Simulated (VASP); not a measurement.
Input:

```xyz
3
Lattice="0.0000 2.6546 2.6546 2.6546 0.0000 2.6546 2.6546 2.6546 0.0000" Properties=species:S:1:pos:R:3 pbc="T T T"
Cd     0.0000     0.0000     0.0000
F      1.3273     1.3273     1.3273
F      3.9819     3.9819     3.9819
```

Computed with LDA (Ceperley-Alder, Perdew-Zunger), VASP's LDA PAW potentials (set 64) (plane waves; VASP). Settings: 620 eV cut-off, 7×7×7 Γ-centred mesh, Gaussian smearing of 0.050 eV, potentials Cd F.

Energy and stress use the plane-wave basis of the starting cell.

### Question
The ions, cell shape and volume at an external pressure of 5.0 GPa are relaxed. Which structure does the run end with?

### Answer

```xyz
3
Lattice="0.0000 2.6242 2.6242 2.6242 0.0000 2.6242 2.6242 2.6242 0.0000" Properties=species:S:1:pos:R:3 pbc="T T T"
Cd     0.0000     0.0000     0.0000
F      1.3121     1.3121     1.3121
F      3.9362     3.9362     3.9362
```
Space group Fm-3m (225), at a tolerance of 0.03 Å.

### Question
How do energy and volume change from the first to the last step?

### Answer
The energy (σ→0) changes by +6.6 meV/atom and the volume by -3.4 %, in 3 ionic steps.

```json
[
 {"step": "1", "E(σ→0) (eV)": "-12.7410", "max force (eV/Å)": "0.000", "pressure (GPa)": "0.13", "volume (Å³)": "37.41"},
 {"step": "2", "E(σ→0) (eV)": "-12.6906", "max force (eV/Å)": "0.000", "pressure (GPa)": "8.32", "volume (Å³)": "35.40"},
 {"step": "3", "E(σ→0) (eV)": "-12.7213", "max force (eV/Å)": "0.000", "pressure (GPa)": "4.99", "volume (Å³)": "36.14"}
]
```

The compound is CdF2 in the fluorite structure. This run relaxes it under an external pressure of 5 GPa. Symmetry was kept, so distortions that lower it aren't found.
